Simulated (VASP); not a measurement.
Calculation: PBE GGA, VASP's PBE PAW potentials (set 64) (plane waves; VASP 6.6.1).

Input for VASP

**INCAR**
```
SYSTEM = Al3Sc
PREC = Accurate; ENCUT = 300; LREAL = .FALSE.
LASPH = .TRUE.
EDIFF = 1E-6; NELM = 100; ALGO = Normal
LMAXMIX = 4
ISMEAR = 0; SIGMA = 0.272
GGA = PE
ISIF = 2
LWAVE = .FALSE.; LCHARG = .FALSE.
```

KPOINTS:
```
Automatic mesh
0
Gamma
8 8 8
0 0 0
```

POSCAR:
```
Al3Sc
1
    4.0782700000     0.0000000000     0.0000000000
    0.0000000000     4.0782700000     0.0000000000
    0.0000000000     0.0000000000     4.0782700000
Sc Al
1 3
Direct
  0.0000000000   0.0000000000   0.0000000000
  0.0000000000   0.5000000000   0.5000000000
  0.5000000000   0.0000000000   0.5000000000
  0.5000000000   0.5000000000   0.0000000000
```

POTCAR, in this order: Sc_sv Al (PBE.64 set). Program: vasp_std.

At this cut-off the stress carries a Pulay error, which pulls relaxed volumes low.

Question: What does the run give for the energy per atom (σ→0), pressure, band gap (on the k-mesh)?

Answer: 
The energy per atom (σ→0) comes out as -4.819 eV/atom, the band gap (on the k-mesh) comes out as none (metal, semimetal or under 0.01 eV) and the pressure is 1.72 GPa.

### OSZICAR
```
...
DAV:   7    -0.193259969874E+02    0.49387E-01   -0.85492E-02  1196   0.249E+00    0.183E+00
DAV:   8    -0.193024254881E+02    0.23571E-01   -0.36418E-02  1412   0.155E+00    0.219E-01
DAV:   9    -0.193021650655E+02    0.26042E-03   -0.26969E-03  1274   0.446E-01    0.882E-02
DAV:  10    -0.193021296583E+02    0.35407E-04   -0.15713E-04  1478   0.110E-01    0.759E-02
DAV:  11    -0.193021296054E+02    0.52819E-07   -0.19251E-05  1526   0.298E-02    0.438E-02
DAV:  12    -0.193021188196E+02    0.10786E-04   -0.35096E-05  1380   0.519E-02    0.668E-03
DAV:  13    -0.193021189459E+02   -0.12631E-06   -0.10173E-06   940   0.903E-03
   1 F= -.19302119E+02 E0= -.19277966E+02  d E =-.483054E-01
```

The structure is a typed Al3Sc crystal (Pm-3m). The cell was not relaxed at this level.
